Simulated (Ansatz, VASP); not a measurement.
**Cross-check of TaSi2P4 (TaSi2P4 monolayer) between VASP and Ansatz**

Wanted: the spread between two codes on one cell, functional and k mesh. The structure shown is the start of the Ansatz relaxation below; VASP solves that cell, so the two are compared at the walk's first step.

Method: plane waves, with VASP 6.6.1 beside it; single point at PBE with D3(BJ), in Ansatz 0.2.0.

**1. The starting structure**

The cell holds 7 atoms: 4 P, 2 Si and 1 Ta. Cell: a = 3.480 Å, b = 3.480 Å, c = 48.446 Å, α = 90.0°, β = 90.0°, γ = 120.0°. Vacuum lies along c.

As a file:

```cif
data_structure
_symmetry_space_group_name_H-M 'P 1'
_symmetry_Int_Tables_number 1
_cell_length_a 3.4800
_cell_length_b 3.4800
_cell_length_c 48.4459
_cell_angle_alpha 90.000
_cell_angle_beta 90.000
_cell_angle_gamma 120.000
_cell_volume 508.10
loop_
_atom_site_label
_atom_site_type_symbol
_atom_site_fract_x
_atom_site_fract_y
_atom_site_fract_z
_atom_site_occupancy
P1 P 0.00000 0.00000 0.40974 1
P2 P 0.33333 0.66667 0.46659 1
P3 P 0.33333 0.66667 0.53341 1
P4 P 0.00000 0.00000 0.59026 1
Si5 Si 0.33333 0.66667 0.42304 1
Si6 Si 0.33333 0.66667 0.57696 1
Ta7 Ta 0.00000 0.00000 0.50000 1
```

**2. Ansatz: relaxation, PBE with D3(BJ)**

Ansatz runs on its default PAW (the set named soft_2) files.

The two programs are compared at the cell with which this relaxation starts, whose forces are those of its first step.

The input, input.yaml:

```yaml
crystal:
  lattice:
    - [3.48, 0.0, 0.0]
    - [-1.74, 3.0137684052, 0.0]
    - [0.0, 0.0, 48.4459111573]
  atoms:
    - { symbol: P, position: [0.0, 0.0, 0.4097353012] }
    - { symbol: Si, position: [0.3333333333, 0.6666666667, 0.4230375123] }
    - { symbol: P, position: [0.3333333333, 0.6666666667, 0.4665912396] }
    - { symbol: Ta, position: [0.0, 0.0, 0.5], spin: 1.0 }
    - { symbol: P, position: [0.3333333333, 0.6666666667, 0.5334087604] }
    - { symbol: Si, position: [0.3333333333, 0.6666666667, 0.5769624877] }
    - { symbol: P, position: [0.0, 0.0, 0.5902646988] }
  periodic: [true, true, false]
magnetization:
  spin_polarized: true
kpoints:
  mp_grid: { grid: [12, 12, 1] }
hamiltonian:
  xc: pbe
  dispersion: d3bj
scf:
  occupations: { method: fermi_dirac, width: 0.05 }
  convergence: { dr2_threshold: 1.0e-09 }
relax:
  f_tol: 0.004
  max_steps: 90
  cell: {}
output:
  write_potential: true
  write_density: true
  volumetric_format: npy
```

Launch:

```sh
ansatz run input.yaml --threads 2 --pin off --max-ram 3072MiB --backend cpu --events-out ev --progress --plain --runs-dir out
```

Numbers of over 12 decimals in the logs are rounded to 6 here.

The log of the run:

```text
Warning: relax.cell: scf.convergence.dr2_threshold = 1e-9 eV is looser than the 1.99197980485e-10 eV advised for a relaxation that steers and ends on the stress (1e-10 eV for each atom of the cell: 7, times the square of relax.cell.stress_2d_tol = 0.05 N/m over 18.7 Å (the atoms' height at the walk's start and 5 Å past either face), 2.667e-2 GPa, over a crystal's default 0.05). What an SCF threshold leaves in a stress goes as its square root, and in the free energy as the threshold itself, and one threshold admits the most on a small cell: [figures from the program's tests cut] Set scf.convergence.dr2_threshold to 1.99197980485e-10 eV or tighter. [rest of the remark cut]
Engine: ansatz 0.2.0, aarch64-unknown-linux-gnu
Pseudopotentials: kind: paw
Pseudopotential: P, paw, valence charge 5, recommended cutoff 420 eV (normal), P.paw.azcp
Pseudopotential: Si, paw, valence charge 4, recommended cutoff 420 eV (normal), Si.paw.azcp
Pseudopotential: Ta, paw, valence charge 13, recommended cutoff 420 eV (normal), Ta.paw.azcp
Functional definition: PBE
  parameter kappa = 0.804
  parameter beta = 0.066725
  exchange = pbe_x(kappa = kappa, mu = beta*pi^2/3)
  correlation = pbe_c(beta = beta)
Crystal: 7 atoms, lattice volume = 508.097 Å³
Basis set: ecut = 420 eV, 9899 PW (Γ), exchange–correlation on 48×48×648 points (8 copies of the dense FFT grid, shifted against one another)
Bands: 28, of which v1, the nominal top of the filled ones, is band 21 counted from 1 (20 counted from 0)
Symmetry: 12 space group operations
Space group: P-6m2 (ITA 187), of the structure as read, at distance tolerance 8.0e-5 Å
Magnetic group: BNS 187.209 (UNI 1439), of the structure as read, at distance tolerance 8.0e-5 Å
k-points: 19 of 144 (time reversal used)
Non-local potential: P, projectors of the file, l = 0: 2, l = 1: 2, l = 2: 2
Non-local potential: Si, projectors of the file, l = 0: 2, l = 1: 2, l = 2: 2
Non-local potential: Ta, projectors of the file, l = 0: 3, l = 1: 2, l = 2: 2, l = 3: 1
PAW form: soft (Blöchl's): semilocal exchange-correlation on the pseudo side does not see the compensation charge
PAW one-centre angular grid: P, 110 points (default); XC on 64 Gauss nodes
PAW one-centre angular grid: Si, 110 points (default); XC on 64 Gauss nodes
PAW one-centre angular grid: Ta, 590 points (default); XC on 64 Gauss nodes
Initial density: superposition of atomic densities (neutral atoms: chi_scale 0, normalization atom)
Starting moments: Σ|m| = 1 μB on 1 of 7 sites
Initial wavefunctions: pseudopotential atomic-orbital guess
Functional: x = pbe(κ = 0.804, μ = 0.219515), c = pbe(β = 0.066725)
SCF iter   1: F=—  HF=-14230.665494 eV  |F-HF|=—  |Δ(HF+E_count)|=         —  Δρ=1.44e-2 (↑1.44e-2 ↓1.35e-2)  dr2=5.00e0  dr2_m=3.52e-2  M=0.621 μB ∫|m|=0.711 μB  β_m=0.30  ethr=3.10e-3  ⟨swp⟩=16.1  Hψ=9958  notcnv=0
Mixer restart at iter 1: flushing history
preconditioner: auto → LDOS  [metal: Δε(μ)=0.026 eV  Ē_g=8.675 eV  σ=0.050 eV  W_gap=0.13  n_scr=26 (ndim 8)  ℏωp=9.5 eV  f_vac=0.725  D(μ)=2.07/eV (n_scr^D=12)]
spin=Collinear: LDOS preconditioning applied to the charge; magnetization (m = ρ↑ − ρ↓) channel mixes plain (no charge-response kernel on spin).
SCF iter   2: F=—  HF=-14229.742281 eV  |F-HF|=—  |Δ(HF+E_count)|=   9.23e-1  Δρ=9.57e-3 (↑9.57e-3 ↓8.78e-3)  dr2=1.72e0  dr2_m=2.02e-2  M=0.589 μB ∫|m|=0.669 μB  β_m=0.51  ethr=3.10e-3  ⟨swp⟩=4.2  Hψ=2358  notcnv=0  defer=69
SCF iter   3: F=—  HF=-14229.322607 eV  |F-HF|=—  |Δ(HF+E_count)|=   4.20e-1  Δρ=2.37e-3 (↑2.37e-3 ↓1.93e-3)  dr2=6.73e-2  dr2_m=3.87e-3  M=0.501 μB ∫|m|=0.554 μB  β_m=0.58  ethr=3.10e-3  ⟨swp⟩=4.3  Hψ=2592  notcnv=0  defer=69
SCF iter   4: F=—  HF=-14229.350889 eV  |F-HF|=—  |Δ(HF+E_count)|=         —  Δρ=1.39e-3 (↑1.39e-3 ↓1.23e-3)  dr2=9.29e-3  dr2_m=6.49e-3  M=0.321 μB ∫|m|=0.357 μB  β_m=0.58  ethr=1.64e-4  ⟨swp⟩=4.6  Hψ=2993  notcnv=0  defer=63
SCF iter   5: F=—  HF=-14229.354534 eV  |F-HF|=—  |Δ(HF+E_count)|=   3.65e-3  Δρ=8.44e-4 (↑8.44e-4 ↓8.14e-4)  dr2=4.22e-4  dr2_m=3.02e-3  M=0.255 μB ∫|m|=0.281 μB  β_m=0.79  ethr=2.27e-5  ⟨swp⟩=3.3  Hψ=2141  notcnv=0  defer=63
SCF iter   6: F=—  HF=-14229.358558 eV  |F-HF|=—  |Δ(HF+E_count)|=   4.02e-3  Δρ=4.02e-4 (↑3.94e-4 ↓4.02e-4)  dr2=4.52e-4  dr2_m=7.05e-4  M=0.143 μB ∫|m|=0.155 μB  β_m=0.90  ethr=1.03e-6  ⟨swp⟩=4.2  Hψ=2978  notcnv=0  defer=63
[...]
iter 1 solved again at ethr=1.42e-7 eV; its pass at ethr=3.10e-3 eV (dr2=5.83e-5 eV) is discarded
SCF iter   1: F=—  HF=-14231.256884 eV  |F-HF|=—  |Δ(HF+E_count)|=         —  Δρ=1.17e-5 (↑1.17e-5 ↓1.17e-5)  dr2=6.28e-8  dr2_m=1.37e-12  M=0.000 μB ∫|m|=0.000 μB  β_m=0.65  ethr=1.42e-7  ⟨swp⟩=6.9  Hψ=15868  notcnv=0
spin=Collinear: LDOS preconditioning applied to the charge; magnetization (m = ρ↑ − ρ↓) channel mixes plain (no charge-response kernel on spin).
SCF iter   2: F=—  HF=-14231.257407 eV  |F-HF|=—  |Δ(HF+E_count)|=   5.23e-4  Δρ=4.09e-6 (↑4.09e-6 ↓4.09e-6)  dr2=8.13e-9  dr2_m=6.52e-13  M=0.000 μB ∫|m|=0.000 μB  β_m=0.64  ethr=1.53e-10  ⟨swp⟩=4.7  Hψ=3338  notcnv=0
SCF iter   3: F=—  HF=-14231.257524 eV  |F-HF|=—  |Δ(HF+E_count)|=   1.17e-4  Δρ=2.41e-7 (↑2.39e-7 ↓2.41e-7)  dr2=1.17e-9  dr2_m=3.05e-13  M=0.000 μB ∫|m|=0.000 μB  β_m=0.60  ethr=1.98e-11  ⟨swp⟩=4.8  Hψ=2610  notcnv=0
SCF iter   4: F=-14231.257526 eV  HF=-14231.257526 eV  |F-HF|=4.18e-7  |Δ(HF+E_count)|=   1.78e-6  Δρ=7.87e-8 (↑7.75e-8 ↓7.87e-8)  dr2=1.49e-10  dr2_m=1.22e-13  M=0.000 μB ∫|m|=0.000 μB  ethr=2.44e-12  ⟨swp⟩=15.2  Hψ=9737  notcnv=0
the starting moments were not kept: the SCF closed with an absolute magnetisation of 2.4e-6 μB, where they sum to 1 μB in size (1 site). That is at most 0.1 of that sum. Measured as dr2_m measures the in/out step, that magnetisation stands 6.5e-13 eV from none, at or under the dr2_threshold of 1.0e-9 eV: it is no larger than a step whose dr2_m would equal this threshold.
SCF 7 converged in 4 iterations: F = -14231.257526 eV  dr2 = 1.49e-10
relax step   7: F+E_penalty+E_count = -14231.25752624 eV  Δ(F+E_penalty+E_count) = -1.332e-4 eV  max|allowed force component| = 2.045e-3 eV/Å  Δτ_max = 0.0000 Å  P = +0.011 N/m  Ω = 511.219 Å³  fix = [c, alpha, beta]  reactions: c +0.000 N/m  stress off target by 1.07e-2 N/m on what of the cell is left free  SCF on the basis re-selected at this cell (its energy is not comparable with the rows above)  (4 SCF iters)
basis re-selected at this cell: Δ(F+E_penalty+E_count) = -1.332e-4 eV, ΔP = +0.002 N/m vs the last step (what re-selecting the basis moved, of the pressure what is left beyond the Pulay correction that the steps carried, after the strain that the cell walked since its last selection, with what the two solves' SCF thresholds leave and, on support functions, any second-order correction that the steps lacked; it is no m [...]
WARN: The input density's exchange-correlation potential varies sharply where the density is thin. Do not read a vacuum level from v_tot or v_xc, or from such a field of the output density. On a cell that repeats whose density bears no net charge and no dipole along the vacuum's axis use v_es (v_loc + v_h of the components); under efield.dipole_correction with no amplitude use v_es + v_field, which holds any external [...]
SCF converged after 4 iterations
Magnetization: 0.0000 μB (20.5000 up, 20.5000 down)
Absolute magnetization: 0.0000 μB (∫|ρ↑−ρ↓|, with the PAW one-centre terms)
Spin contamination: 0.0000 ħ² per cell (⟨S²⟩ above its minimum at these occupations)
Per-site moments (μB) at R_I (Å): [(1.7143975649009558e-8, 0.930016), (3.347732866402096e-8, 0.923288), (-4.308551387327575e-8, 0.923288), (9.703909182743757e-7, 1.030743), (-4.308551385783584e-8, 0.923288), (3.3477328714158917e-8, 0.923288), (1.7143975679481833e-8, 0.930016)]
Free energy (F): -14231.257526 eV
Harris-Foulkes:  -14231.257526 eV  (|F-HF|=4.18e-7)
Internal energy: -14231.238828 eV  (E = F + TS)
E sigma→0 (E₀):  -14231.248177 eV
Entropy (-TS):   -0.018698 eV (-2.671 meV/atom)
Fermi energy:    -5.382905 eV
--- Per-component energies (eV) ---
  E_band       = -730.241614
  E_kinetic    = 733.115928
  E_local      = -126416.271101  (includes V_loc(G=0)·N_el)
  E_nonlocal   = 202.006187
  E_hartree    = 62721.447338
  E_xc         = -576.965054
  E_vxc        = -543.325709  (∫ρ·V_xc dr)
  E_paw        = -11699.975706  (= ΣΔE_a)
  E_vpaw       = -148.660714  (= ΣTr[D̂ρ^β])
  E_aug_tail   = 0.000181  (compensation charges beyond the density's cutoff)
  E_ewald      = 60807.843630
  E_disp       = -2.440229  (pairwise vdW)
  E_smearing   = -0.018698  (= −TS)
  E_closure    = 0.000000  (closes the sum)
  Σ components = -14231.257526   (vs F -14231.257526, Δ=0.00e0)
--- Forces (eV/Å), atoms counted from 1 ---
  atom   1  P     -0.00000000    -0.00000000     0.00002481
  atom   2  Si     0.00000000     0.00000000    -0.00203718
  atom   3  P      0.00000000     0.00000000     0.00204465
  atom   4  Ta     0.00000000     0.00000000     0.00000000
  atom   5  P      0.00000000     0.00000000    -0.00204465
  atom   6  Si     0.00000000     0.00000000     0.00203718
  atom   7  P      0.00000000    -0.00000000    -0.00002481
  max |Σ_I F_I| component: 1.48e-16 eV/Å
--- 2D stress c σ (N/m, compression-positive) ---
        0.010739       0.000000       0.000000
        0.000000       0.010739       0.000000
        0.000000       0.000000       0.000000
  P = ½ c Tr σ = 0.0107 N/m
--- Band table (eV; the first three rows and the last of 38) ---
  k-point 0 ↑: bands = [... 17 lower, -6.3468, -5.7833, -5.7833, -5.0550, -2.4441, -2.4441, -2.3360, -2.3360, ... 3 higher]
  k-point 1 ↑: bands = [... 17 lower, -6.5197, -5.9291, -5.9018, -5.0307, -2.6346, -2.5975, -2.2042, -2.1971, ... 3 higher]
  k-point 2 ↑: bands = [... 17 lower, -6.7670, -6.2751, -6.2311, -5.1677, -3.0642, -2.9717, -2.1169, -2.0185, ... 3 higher]
  k-point 18 ↓: bands = [... 17 lower, -8.0149, -6.9151, -6.1226, -4.5463, -3.4081, -3.3898, -3.3068, -2.4734, ... 3 higher]
  the weakly bound empty levels are not read free of the cell's end (no_gap_told)
--- Relaxed structure (6 steps of the walk, 6 accepted, 1 SCFs on fresh bases) ---
  F+E_penalty+E_count = -14231.25752624 eV   max|allowed force component| = 2.045e-3 eV/Å   (the final SCF, on the basis selected at the relaxed cell)
  cell:  # Å, volume = 511.2192 Å³
    - [3.490677, 0, 0]
    - [-1.745339, 3.023015, 0]
    - [0, 0, 48.4459111573]
  atoms:
    - { symbol: P, position: [1.2451960346511022e-17, -5.135725556199063e-17, 0.402443] }
    - { symbol: Si, position: [0.333333, 0.666667, 0.423306] }
    - { symbol: P, position: [0.333333, 0.666667, 0.469507] }
    - { symbol: Ta, position: [1.0573552618554938e-17, -5.135725556199063e-17, 0.500000] }
    - { symbol: P, position: [0.333333, 0.666667, 0.530493] }
    - { symbol: Si, position: [0.333333, 0.666667, 0.576694] }
    - { symbol: P, position: [8.69514489059897e-18, -5.135725556199063e-17, 0.597557] }
```

[end of part 1 of 2]

[Lines on the potential files, build, host, timing and source positions are cut from VASP's logs without a mark.]

[Logs are printed without paths, hosts, clocks, repeated set-up lines and the standing remarks that a program may print on its own settings, such as how far it seeks lower states.]

[Hosts, paths, dates, database ids (printed as entryN), source tags and the programs' standing remarks are cut or masked in the printed files.]
